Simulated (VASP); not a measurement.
Consider the following.

```
CELL_PARAMETERS angstrom
      0.00000     2.77306     2.77306
      2.77306     0.00000     2.77306
      2.77306     2.77306     0.00000
ATOMIC_POSITIONS crystal
  Si 0.25000 0.25000 0.25000
  Si 0.75000 0.75000 0.75000
  Ni 0.00000 0.00000 0.00000
```

The numbers are results of optB86b-vdW, VASP's PBE PAW potentials (set 64) (plane waves; VASP 6.6.1), not measurements. Numerical set-up: 520 eV cut-off, 10×10×10 Γ-centred mesh, first-order Methfessel-Paxton smearing of 0.10 eV, potentials Si Ni.

Q: Give the stress tensor in GPa (positive for a compressed cell).

A: 
```
-7.97   0.00   0.00
 0.00  -7.97   0.00
 0.00   0.00  -7.97
```
The pressure is its mean diagonal, -7.97 GPa.

The compound is NiSi2 in the fluorite structure. This cell is one point of a volume scan, at 1.06 of the reference volume. The run is not spin-polarised, so no magnetic state was tried.
